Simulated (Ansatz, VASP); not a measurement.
## MnO2: VASP beside Ansatz

One calculation is typed for both programs; each brings its own data sets. How far apart do they land? Of the first pair: The cell is taken from a series of runs on this material, whose earlier steps may have relaxed, scaled, displaced or heated it; both programs get it as it stands.

Calculated with Ansatz 0.2.0; plane waves, with VASP 6.6.1 beside it; relaxation of cell and atoms at LDA, DFT+U and zone-centre phonons at LDA, DFT+U.

### 1. The starting structure

Symmetry: P-3m1, No. 164, trigonal system. Conventional cell: a = 2.850 Å, b = 2.850 Å, c = 4.365 Å, α = 90.00°, β = 90.00°, γ = 120.00°. Nearest to Mn lie 6 O at 1.89 Å. Nearest to O lie 3 Mn at 1.89 Å. Farther neighbours and most contacts between anions are not listed.

### 2. Ansatz: relaxation of cell and atoms, LDA, DFT+U, pair 1

Ansatz runs on its default PAW (the set named soft_2) files.

The relaxed volume is the usual yardstick between codes: in a stiff, nearly cubic crystal its relative difference is about their pressure difference at one cell divided by the bulk modulus.

input.yaml reads:

```yaml
crystal:
  lattice:
    - [2.8497066116, 0.0, 0.0]
    - [-1.4248533058, 2.467918319, 0.0]
    - [0.0, 0.0, 4.3653641271]
  atoms:
    - { symbol: Mn, position: [0.0, 0.0, 0.5], spin: 2.98 }
    - { symbol: O, position: [0.6666666667, 0.3333333333, 0.2858591927] }
    - { symbol: O, position: [0.3333333333, 0.6666666667, 0.7141408073] }
kpoints:
  mp_grid: { grid: [12, 12, 6] }
hamiltonian:
  xc: lda
  hubbard: { sites: [{ species: Mn, l: d, u_eff: 3.9 }] }
scf:
  occupations: { method: gaussian, width: 0.02 }
output:
  forces: true
  stress: true
  eigenvalues: true
  populations: true
magnetization:
  spin_polarized: true
relax:
  adjacent_minimum: "off"
  f_tol: 0.001
  max_steps: 60
  cell: { stress_tol: 0.01 }
```

Command:

```
ansatz run input.yaml --threads 2 --pin off --max-ram 5120MiB --backend cpu --events-out ev --progress --plain --runs-dir out
```

Numbers of over 12 decimals in the logs are rounded to 6 here.

Output:

```text
Mn: projections on atomic orbitals take those of the free atom [Ne] 3s2 3p6 3d5 4s2, of charge +0.00 (hamiltonian.pseudopotentials.projection_atoms); the dataset's partial waves leave at most 9.0e-7 of an orbital's norm unspanned inside its sphere
O: projections on atomic orbitals take those of the free atom [He] 2s2 2p4, of charge +0.00 (hamiltonian.pseudopotentials.projection_atoms); the dataset's partial waves leave at most 1.9e-8 of an orbital's norm unspanned inside its sphere
Engine: ansatz 0.2.0, aarch64-unknown-linux-gnu
Pseudopotentials: kind: paw
Pseudopotential: Mn, paw, valence charge 15, recommended cutoff 420 eV (normal), Mn.paw.azcp
Pseudopotential: O, paw, valence charge 6, recommended cutoff 420 eV (normal), O.paw.azcp
Functional definition: SPW92
  exchange = slater_x
  correlation = pw_c
Crystal: 3 atoms, lattice volume = 30.701 Å³
Basis set: ecut = 420 eV, 603 PW (Γ)
Bands: 19, of which v1, the nominal top of the filled ones, is band 14 counted from 1 (13 counted from 0)
Symmetry: 12 space group operations
Space group: P-3m1 (ITA 164), of the structure as read, at distance tolerance 3.1e-5 Å
Magnetic group: BNS 164.85 (UNI 1315), of the structure as read, at distance tolerance 3.1e-5 Å
k-points: 100 of 864
Non-local potential: Mn, projectors of the file, l = 0: 3, l = 1: 2, l = 2: 3, l = 3: 1
Non-local potential: O, projectors of the file, l = 0: 2, l = 1: 2, l = 2: 1
PAW form: soft (Blöchl's): semilocal exchange-correlation on the pseudo side does not see the compensation charge
PAW frozen core: Mn, regenerated for the run's functional, and the local potential with it (the file was generated under x = pbe(κ = 0.804, μ = 0.219515), c = pbe(β = 0.066725))
PAW frozen core: O, regenerated for the run's functional, and the local potential with it (the file was generated under x = pbe(κ = 0.804, μ = 0.219515), c = pbe(β = 0.066725))
PAW one-centre angular grid: Mn, 590 points (default); XC on 64 Gauss nodes
PAW one-centre angular grid: O, 110 points (default); XC on 64 Gauss nodes
Initial density: superposition of atomic densities (chi_scale 0.1, normalization cell, long waves kept (reshape's long-wave potential 0.09 eV rms))
Starting moments: Σ|m| = 2.98 μB on 1 of 3 sites
Initial wavefunctions: pseudopotential atomic-orbital guess
Functional: x = slater, c = lda
SCF iter   1: F=—  HF=-4950.548316 eV  |F-HF|=—  |Δ(HF+E_count)|=         —  Δρ=1.54e-1 (↑1.54e-1 ↓1.17e-1)  dr2=2.43e1  dr2_m=2.04e-1  M=2.737 μB ∫|m|=2.904 μB  β_m=1.00  ethr=3.10e-3  ⟨swp⟩=5.4  Hψ=16440  notcnv=0
preconditioner: auto → none  [metal: Δε(μ)=0.007 eV  Ē_g=12.379 eV  σ=0.020 eV  W_gap=0.18  n_scr=8 (ndim 8)  ℏωp=29.2 eV  f_vac=0.019  D(μ)=2.35/eV (n_scr^D=22)  sad-step TF]
SCF iter   2: F=—  HF=-4948.721369 eV  |F-HF|=—  |Δ(HF+E_count)|=    1.83e0  Δρ=7.48e-2 (↑4.41e-2 ↓7.48e-2)  dr2=2.03e0  dr2_m=3.76e-1  M=3.000 μB ∫|m|=3.374 μB  β_m=1.00  ethr=3.10e-3  ⟨swp⟩=3.1  Hψ=9835  notcnv=0  defer=200
SCF iter   3: F=—  HF=-4948.570612 eV  |F-HF|=—  |Δ(HF+E_count)|=   1.51e-1  Δρ=2.94e-2 (↑2.38e-2 ↓2.94e-2)  dr2=4.95e-1  dr2_m=5.42e-3  M=3.000 μB ∫|m|=3.440 μB  β_m=1.00  ethr=3.10e-3  ⟨swp⟩=3.1  Hψ=7640  notcnv=0  defer=198
SCF iter   4: F=—  HF=-4948.684678 eV  |F-HF|=—  |Δ(HF+E_count)|=   1.14e-1  Δρ=9.39e-3 (↑8.15e-3 ↓9.39e-3)  dr2=2.32e-2  dr2_m=2.36e-3  M=3.000 μB ∫|m|=3.450 μB  β_m=0.30  ethr=1.83e-3  ⟨swp⟩=3.1  Hψ=6844  notcnv=0  defer=198
Mixer restart at iter 4: flushing history
spin-set hold released at iteration 4 (site moments contracting): the magnetisation degrees of freedom join the quasi-Newton model from the next iteration; the mixer history was flushed
SCF iter   5: F=—  HF=-4948.774587 eV  |F-HF|=—  |Δ(HF+E_count)|=   8.99e-2  Δρ=7.22e-3 (↑5.78e-3 ↓7.22e-3)  dr2=1.99e-2  dr2_m=8.33e-4  M=3.000 μB ∫|m|=3.441 μB  β_m=0.65  ethr=8.61e-5  ⟨swp⟩=2.2  Hψ=5606  notcnv=0  defer=198
SCF iter   6: F=—  HF=-4948.975622 eV  |F-HF|=—  |Δ(HF+E_count)|=         —  Δρ=2.61e-2 (↑2.61e-2 ↓2.32e-2)  dr2=6.94e-1  dr2_m=2.68e-3  M=3.000 μB ∫|m|=3.401 μB  β_m=0.65  ethr=7.37e-5  ⟨swp⟩=3.6  Hψ=8858  notcnv=0  defer=198
Mixer restart at iter 6: flushing history
SCF iter   7: F=—  HF=-4949.868906 eV  |F-HF|=—  |Δ(HF+E_count)|=   8.93e-1  Δρ=8.50e-2 (↑8.50e-2 ↓5.80e-2)  dr2=5.78e0  dr2_m=7.01e-2  M=3.000 μB ∫|m|=3.306 μB  β_m=0.40  ethr=7.37e-5  ⟨swp⟩=4.9  Hψ=12457  notcnv=0  defer=190  recentre
SCF iter   8: F=—  HF=-4948.878156 eV  |F-HF|=—  |Δ(HF+E_count)|=   9.91e-1  Δρ=4.00e-3 (↑4.00e-3 ↓2.12e-3)  dr2=1.04e-2  dr2_m=3.41e-4  M=3.000 μB ∫|m|=3.388 μB  β_m=0.52  ethr=7.37e-5  ⟨swp⟩=4.9  Hψ=11350  notcnv=0  defer=190
[...]
Crystal: 3 atoms, lattice volume = 30.668 Å³
Basis set: ecut = 420 eV, 591 PW (Γ)
[...]
preconditioner: auto → none  [insulator: Δε(μ)=1.736 eV  Ē_g=12.999 eV  σ=0.020 eV  W_gap=1.00  n_scr=8 (ndim 8)  ℏωp=29.2 eV  f_vac=0.110  D(μ)=0.00/eV (n_scr^D=0)  ε∞_Penn≈6.1]
[...]
SCF 5 converged in 5 iterations: F = -4948.877380 eV  dr2 = 9.39e-11
relax step   5: F+E_penalty+E_count = -4948.87738037 eV  Δ(F+E_penalty+E_count) = -7.401e-5 eV  max|allowed force component| = 1.403e-4 eV/Å  Δτ_max = 0.0003 Å  P = -0.002 GPa  Ω = 30.668 Å³  energy of the carried Pulay correction = +7.340e-5 eV  (5 SCF iters, dr2 threshold 7.07e-10 eV, accepted)
iter 1 solved again at ethr=6.41e-8 eV; its pass at ethr=3.10e-3 eV (dr2=1.73e-5 eV) is discarded
SCF iter   1: F=—  HF=-4948.877286 eV  |F-HF|=—  |Δ(HF+E_count)|=         —  Δρ=3.82e-6 (↑3.82e-6 ↓3.03e-6)  dr2=3.44e-9  dr2_m=2.26e-10  M=3.000 μB ∫|m|=3.367 μB  β_m=0.30  ethr=6.41e-8  ⟨swp⟩=3.3  Hψ=27856  notcnv=0
eigensolver tolerance schedule: the retry pair's looser diagonalisation over-reported the residual by 5028.40 of it (diagonalisation noise at 0.12 of the residual, at the tolerance the schedule requests for it); recorded, not acted on — ethr = c·dr2/N_el stays at c = 1.0e-1
preconditioner: auto → none  [insulator: Δε(μ)=1.737 eV  Ē_g=12.999 eV  σ=0.020 eV  W_gap=1.00  n_scr=8 (ndim 8)  ℏωp=29.2 eV  f_vac=0.110  D(μ)=0.00/eV (n_scr^D=0)  ε∞_Penn≈6.1]
SCF iter   2: F=—  HF=-4948.877287 eV  |F-HF|=—  |Δ(HF+E_count)|=   6.07e-7  Δρ=2.53e-6 (↑1.97e-6 ↓2.53e-6)  dr2=1.94e-9  dr2_m=1.77e-10  M=3.000 μB ∫|m|=3.367 μB  β_m=0.30  ethr=1.27e-11  ⟨swp⟩=2.9  Hψ=7233  notcnv=0
SCF iter   3: F=—  HF=-4948.877287 eV  |F-HF|=—  |Δ(HF+E_count)|=  2.73e-11  Δρ=2.02e-6 (↑2.02e-6 ↓1.44e-6)  dr2=7.16e-10  dr2_m=1.83e-10  M=3.000 μB ∫|m|=3.367 μB  β_m=0.34  ethr=7.17e-12  ⟨swp⟩=1.8  Hψ=4562  notcnv=0
SCF iter   4: F=—  HF=-4948.877287 eV  |F-HF|=—  |Δ(HF+E_count)|=  1.26e-10  Δρ=9.98e-7 (↑9.90e-7 ↓9.98e-7)  dr2=1.53e-10  dr2_m=7.45e-11  M=3.000 μB ∫|m|=3.367 μB  β_m=0.37  ethr=2.65e-12  ⟨swp⟩=1.9  Hψ=5169  notcnv=0
SCF iter   5: F=—  HF=-4948.877287 eV  |F-HF|=—  |Δ(HF+E_count)|=  1.06e-10  Δρ=4.80e-7 (↑4.80e-7 ↓2.84e-7)  dr2=4.33e-11  dr2_m=2.50e-11  M=3.000 μB ∫|m|=3.367 μB  β_m=0.68  ethr=1.00e-12  ⟨swp⟩=1.0  Hψ=3800  notcnv=0
SCF iter   6: F=—  HF=-4948.877287 eV  |F-HF|=—  |Δ(HF+E_count)|=  1.36e-11  Δρ=1.66e-7 (↑1.14e-7 ↓1.66e-7)  dr2=9.90e-12  dr2_m=3.50e-12  M=3.000 μB ∫|m|=3.367 μB  β_m=0.73  ethr=1.00e-12  ⟨swp⟩=2.2  Hψ=5018  notcnv=0
SCF iter   7: F=—  HF=-4948.877287 eV  |F-HF|=—  |Δ(HF+E_count)|=  3.64e-12  Δρ=1.16e-7 (↑7.68e-8 ↓1.16e-7)  dr2=8.08e-12  dr2_m=4.72e-13  M=3.000 μB ∫|m|=3.367 μB  β_m=0.74  ethr=1.00e-12  ⟨swp⟩=1.0  Hψ=3800  notcnv=0
SCF iter   8: F=—  HF=-4948.877287 eV  |F-HF|=—  |Δ(HF+E_count)|=  4.55e-12  Δρ=5.90e-8 (↑4.68e-8 ↓5.90e-8)  dr2=2.93e-12  dr2_m=3.85e-14  M=3.000 μB ∫|m|=3.367 μB  β_m=0.87  ethr=1.00e-12  ⟨swp⟩=1.0  Hψ=3800  notcnv=0
SCF iter   9: F=-4948.877287 eV  HF=-4948.877287 eV  |F-HF|=0.00e0  |Δ(HF+E_count)|=  1.82e-12  Δρ=9.26e-9 (↑5.78e-9 ↓9.26e-9)  dr2=7.43e-14  dr2_m=3.55e-15  M=3.000 μB ∫|m|=3.367 μB  ethr=1.00e-12  ⟨swp⟩=4.8  Hψ=12517  notcnv=0
SCF 6 converged in 9 iterations: F = -4948.877287 eV  dr2 = 7.43e-14
relax step   6: F+E_penalty+E_count = -4948.87728708 eV  Δ(F+E_penalty+E_count) = +9.330e-5 eV  max|allowed force component| = 1.154e-4 eV/Å  Δτ_max = 0.0000 Å  P = -0.004 GPa  Ω = 30.668 Å³  stress off target by 7.80e-3 GPa  SCF on the basis re-selected at this cell (its energy is not comparable with the rows above)  (9 SCF iters)
basis re-selected at this cell: Δ(F+E_penalty+E_count) = +9.330e-5 eV, ΔP = -0.002 GPa vs the last step (what re-selecting the basis moved, of the pressure what is left beyond the Pulay correction that the steps carried, after the strain that the cell walked since its last selection, with what the two solves' SCF thresholds leave and, on support functions, any second-order correction that the steps lacked; it is no m [...]
SCF converged after 9 iterations
Magnetization: 3.0000 μB (15.0000 up, 12.0000 down)
Absolute magnetization: 3.3689 μB (∫|ρ↑−ρ↓|, with the PAW one-centre terms)
Spin contamination: 0.1067 ħ² per cell (⟨S²⟩ above its minimum at these occupations)
Per-site moments (μB) at R_I (Å): [(2.712992, 0.780584), (-0.074489, 0.780584), (-0.074489, 0.780584)]
Free energy (F): -4948.877287 eV
Harris-Foulkes:  -4948.877287 eV  (|F-HF|=0.00e0)
Internal energy: -4948.877287 eV  (E = F + TS)
E sigma→0 (E₀):  -4948.877287 eV
Fermi energy:    8.909890 eV
--- Per-component energies (eV) ---
  E_band       = -349.840435
  E_kinetic    = 647.740664
  E_local      = -3323.627121  (includes V_loc(G=0)·N_el)
  E_nonlocal   = 341.537722
  E_hartree    = 1340.820723
  E_xc         = -257.409567
  E_vxc        = -331.125393  (∫ρ·V_xc dr)
  E_hubbard    = 2.446952  (on-site DFT+U / exact-exchange correction)
  E_vhub       = -4.964020  (the Hubbard potential's part of the band-sum identity)
  E_paw        = -1530.675957  (= ΣΔE_a)
  E_vpaw       = -361.048629  (= ΣTr[D̂ρ^β])
  E_aug_tail   = 0.004908  (compensation charges beyond the density's cutoff)
  E_ewald      = -2170.293406
  E_core_change = 0.577796  (= ΣΔE_core)
  E_smearing   = -0.000000  (= −TS)
  E_closure    = -0.000000  (closes the sum)
  Σ components = -4948.877287   (vs F -4948.877287, Δ=0.00e0)
--- Forces (eV/Å), atoms counted from 1 ---
  atom   1  Mn     0.00000000    -0.00000000     0.00000000
  atom   2  O     -0.00000000     0.00000000     0.00011541
  atom   3  O      0.00000000    -0.00000000    -0.00011541
  max |Σ_I F_I| component: 4.07e-20 eV/Å
--- Stress (GPa, compression-positive) ---
       -0.001834      -0.000000      -0.000000
       -0.000000      -0.001834       0.000000
       -0.000000       0.000000      -0.007801
  P = ⅓ Tr σ = -0.0038 GPa (-0.038 kbar)
--- Band table (eV; the first three rows and the last of 200) ---
  k-point 0 ↑: bands = [... 10 lower, 4.3237, 7.2262, 7.2404, 7.2404, 7.7422, 11.2263, 11.2263, 15.7729, ... 1 higher]
  k-point 1 ↑: bands = [... 10 lower, 4.3204, 6.8880, 7.2199, 7.2199, 7.8068, 11.2496, 11.2496, 16.1552, ... 1 higher]
  k-point 2 ↑: bands = [... 10 lower, 4.3140, 6.2745, 7.1804, 7.1804, 7.8505, 11.2962, 11.2962, 17.0740, ... 1 higher]
  k-point 99 ↓: bands = [... 10 lower, 6.0081, 6.0081, 10.9015, 11.4329, 11.4329, 12.7931, 12.7931, 20.9324, ... 1 higher]
Occupation matrices written to <dir>
--- Relaxed structure (4 steps of the walk, 4 accepted, 2 SCFs on fresh bases) ---
  F+E_penalty+E_count = -4948.87728708 eV   max|allowed force component| = 1.154e-4 eV/Å   (the final SCF, on the basis selected at the relaxed cell)
  cell:  # Å, volume = 30.6681 Å³
    - [2.849876, 0, -3.5702789377255505e-19]
    - [-1.424938, 2.468065, 1.785139468862593e-19]
    - [-5.469183225731399e-19, 0, 4.360179]
  atoms:
    - { symbol: Mn, position: [0, 0, 0.5] }
    - { symbol: O, position: [0.666667, 0.333333, 0.285632] }
    - { symbol: O, position: [0.333333, 0.666667, 0.714368] }
--- Löwdin populations: 3 sites ---
  site symbol       q [e]    m [muB]
     0     Mn     13.6107     3.1097
     1      O      6.6335    -0.0665
     2      O      6.6335    -0.0665
  spilling = 0.004529 (of n_electrons = 27.000000)
```

Reading the cycles: dr2 is the Hartree energy of the density residual (eV), the measure of convergence; HF is the Harris–Foulkes estimate of the energy, which meets the free energy F at convergence.

(Part 1 of 3 ends here.)

[Lines on the potential files, build, host, timing and source positions are cut from VASP's logs without a mark.]

[Logs are printed without paths, hosts, clocks, repeated set-up lines and the standing remarks that a program may print on its own settings, such as how far it seeks lower states.]

[Hosts, paths, dates, database ids (printed as entryN), source tags and the programs' standing remarks are cut or masked in the printed files.]
